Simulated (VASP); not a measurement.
A run of VASP 6.6.1:

File INCAR:

```
SYSTEM = NiO
PREC     = Accurate       ! precision mode
ENCUT    = 520            ! plane-wave cutoff, eV
EDIFF    = 1E-7           ! SCF threshold, eV
ISMEAR   = 0              ! smearing method
SIGMA    = 0.02           ! smearing width, eV
LREAL    = .False.        ! projectors in reciprocal space
LASPH    = .True.         ! aspherical terms in the spheres
NELM     = 100            ! most SCF steps
ALGO     = Normal         ! electronic algorithm
ISIF     = 2              ! what is computed and relaxed
LWAVE    = .False.        ! write WAVECAR
LCHARG   = .False.        ! write CHGCAR
ISPIN    = 2              ! spin polarisation
MAGMOM   = 2 -2 0 0       ! initial moments
LORBIT   = 11             ! projections on sites
LMAXMIX  = 4              ! l up to which the mixer works
GGA      = PE             ! functional
NBANDS   = 28             ! bands
```

Contents of KPOINTS:

```
regular mesh
0
Gamma
  12 12 12
  0 0 0
```

File POSCAR:

```
NiO                                     
1.0
   -0.0000000000      1.7146227061      4.8197108053
   -1.4849068210     -0.8573113531      4.8197108053
    1.4849068210     -0.8573113531      4.8197108053
  Ni              O             
     2     2
Direct
     0.5000000000000000    0.5000000000000000    0.5000000000000000
     0.0000000000000000    0.0000000000000000    0.0000000000000000
     0.2500000000000000    0.2500000000000000    0.2500000000000000
     0.7500000000000000    0.7500000000000000    0.7500000000000000
```

Contents of KPOINTS_OPT:

```
path GLB1,BZGX,QFP1Z,LP
20
line-mode
reciprocal
 0.0000000000  0.0000000000  0.0000000000  G
 0.5000000000  0.0000000000  0.0000000000  L

 0.5000000000  0.0000000000  0.0000000000  L
 0.5000000000  0.1878170289 -0.1878170289  B1

 0.8121829711  0.5000000000  0.1878170289  B
 0.5000000000  0.5000000000  0.5000000000  Z

 0.5000000000  0.5000000000  0.5000000000  Z
 0.0000000000  0.0000000000  0.0000000000  G

 0.0000000000  0.0000000000  0.0000000000  G
 0.3439085145  0.0000000000 -0.3439085145  X

 0.6560914855  0.3439085145  0.0000000000  Q
 0.5000000000  0.5000000000  0.0000000000  F

 0.5000000000  0.5000000000  0.0000000000  F
 0.6560914855  0.6560914855  0.1878170289  P1

 0.6560914855  0.6560914855  0.1878170289  P1
 0.5000000000  0.5000000000  0.5000000000  Z

 0.5000000000  0.0000000000  0.0000000000  L
 0.8121829711  0.3439085145  0.3439085145  P
```

Potentials or basis: VASP PAW PBE potentials, release 64 (Ni, O).

Command:

```sh
$ cat potpaw_PBE.64/Ni/POTCAR potpaw_PBE.64/O/POTCAR > POTCAR
$ mpirun -np 1 vasp_std > vasp.out
```

Hardware: 1 thread of Intel(R) Xeon(R) Platinum 8259CL CPU @ 2.50GHz (Skylake/Cascade Lake), with other jobs on the host.

Task: How long does it take, and how much memory?

Result: Wall time 19 min on 1 thread of Intel(R) Xeon(R) Platinum 8259CL CPU @ 2.50GHz (Skylake/Cascade Lake), on a shared host, peak memory 0.65 GiB. Counts: scf iterations 26, k points 189.
